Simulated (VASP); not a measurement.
Write the native input for VASP 6.6.1 that does the following.

| Quantity | Value |
| --- | --- |
| Task | relaxation of cell and atoms |
| Functional | LDA |
| Potentials or basis | VASP PAW LDA potentials, release 64 (Ge, P, Sn) |
| Cutoff | 350 eV |
| k mesh | 2 × 2 × 2 |
| Occupations | gaussian, width 0.05 eV |
| Spin | no spin polarisation |
| Further INCAR settings | ALGO = Fast; EDIFF = 1e-07; IBRION = 2; EDIFFG = -0.02; NSW = 40; ISIF = 3 |

The structure of Sn2Ge51P lies in POSCAR:

```
Sn2Ge51P
1.0
    0.0000000000      8.5200000000      8.5200000000
    8.5200000000      0.0000000000      8.5200000000
    8.5200000000      8.5200000000      0.0000000000
Ge P Sn
51 1 2
Direct
    0.0833333300      0.0833333300      0.0833333300
    0.0000000000      0.0000000000      0.3333333300
    0.0833333300      0.0833333300      0.4166666700
    0.0000000000      0.0000000000      0.6666666700
    0.0833333300      0.0833333300      0.7500000000
    0.0000000000      0.3333333300      0.0000000000
    0.0833333300      0.4166666700      0.0833333300
    0.0833333300      0.4166666700      0.4166666700
    0.0000000000      0.3333333300      0.6666666700
    0.0833333300      0.4166666700      0.7500000000
    0.0000000000      0.6666666700      0.0000000000
    0.0833333300      0.7500000000      0.0833333300
    0.0000000000      0.6666666700      0.3333333300
    0.0833333300      0.7500000000      0.4166666700
    0.0000000000      0.6666666700      0.6666666700
    0.0833333300      0.7500000000      0.7500000000
    0.3333333300      0.0000000000      0.0000000000
    0.4166666700      0.0833333300      0.0833333300
    0.3333333300      0.0000000000      0.3333333300
    0.4166666700      0.0833333300      0.4166666700
    0.3333333300      0.0000000000      0.6666666700
    0.4166666700      0.0833333300      0.7500000000
    0.3333333300      0.3333333300      0.0000000000
    0.4166666700      0.4166666700      0.0833333300
    0.3333333300      0.3333333300      0.3333333300
    0.4166666700      0.4166666700      0.4166666700
    0.3333333300      0.3333333300      0.6666666700
    0.4166666700      0.4166666700      0.7500000000
    0.3333333300      0.6666666700      0.0000000000
    0.4166666700      0.7500000000      0.0833333300
    0.3333333300      0.6666666700      0.3333333300
    0.4166666700      0.7500000000      0.4166666700
    0.3333333300      0.6666666700      0.6666666700
    0.4166666700      0.7500000000      0.7500000000
    0.7500000000      0.0833333300      0.0833333300
    0.6666666700      0.0000000000      0.3333333300
    0.7500000000      0.0833333300      0.4166666700
    0.6666666700      0.0000000000      0.6666666700
    0.7500000000      0.0833333300      0.7500000000
    0.6666666700      0.3333333300      0.0000000000
    0.7500000000      0.4166666700      0.0833333300
    0.6666666700      0.3333333300      0.3333333300
    0.7500000000      0.4166666700      0.4166666700
    0.6666666700      0.3333333300      0.6666666700
    0.7500000000      0.4166666700      0.7500000000
    0.6666666700      0.6666666700      0.0000000000
    0.7500000000      0.7500000000      0.0833333300
    0.6666666700      0.6666666700      0.3333333300
    0.7500000000      0.7500000000      0.4166666700
    0.6666666700      0.6666666700      0.6666666700
    0.7500000000      0.7500000000      0.7500000000
    0.0000000000      0.0000000000      0.0000000000
    0.0000000000      0.3333333300      0.3333333300
    0.6666666700      0.0000000000      0.0000000000
```

The cell was built by a generator and needn't be a form met in nature.

The input as run:

INCAR

```
PREC = Accurate
ENCUT = 350
EDIFF = 1E-7
ISMEAR = 0
SIGMA = 0.05
LREAL = False
LASPH = True
NELM = 100
ALGO = Fast
ISIF = 3
LWAVE = False
LCHARG = False
IBRION = 2
NSW = 40
EDIFFG = -0.02
```

KPOINTS

```
regular mesh
0
Gamma
  2 2 2
```

Potentials or basis: VASP PAW LDA potentials, release 64 (Ge, P, Sn).

Run with:

```sh
$ cat potpaw_LDA.64/Ge/POTCAR potpaw_LDA.64/P/POTCAR potpaw_LDA.64/Sn/POTCAR > POTCAR
$ mpirun -np 1 vasp_std > vasp.out
```

Results of the run:

```yaml
Relaxed_volume: 22.95 Å³/atom
Relaxed_cell: a = 12.047 Å, b = 12.056 Å, c = 12.056 Å, α = 60.05°, β = 60.04°, γ = 60.04°
Space_group_after_relaxing_to_0.05_Å: Cm (No. 8)
Energy_gained_by_relaxing: 13.7 meV/atom
Ionic_steps: 8
Pressure_after_relaxing: 0.0 GPa
Largest_force_after_relaxing: 0.018 eV/Å
Band_gap_on_the_k_mesh: none (metal or under the smearing width)
```

Wall time 3.3 h on 1 thread of AMD EPYC 7R43 64-Core Processor (Zen 3) (shared host), peak memory 0.92 GiB.
